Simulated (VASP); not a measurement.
Given:

```xyz
1
Lattice="-1.5786 1.5786 1.5786 1.5786 -1.5786 1.5786 1.5786 1.5786 -1.5786" Properties=species:S:1:pos:R:3 pbc="T T T"
W      0.0000     0.0000     0.0000
```

Level of theory: PBEsol GGA, VASP's PBE PAW potentials (set 64) (plane waves; VASP 6.6.1). Settings: 520 eV cut-off, 18×18×18 Γ-centred mesh, tetrahedra with Blöchl corrections, potentials W_sv.

Task: The job: W (bcc), 1 atom, PBEsol, static run, 520 eV, 18×18×18 Γ-centred mesh. Roughly how much core time does it take on a busy server core?

Result: About 20 core-seconds (one run on a shared machine, a rough figure). It had 195 irreducible k-points, 11 bands, up to 436 plane waves and 13 electronic steps.

The compound is W in the bcc structure. It was relaxed first.
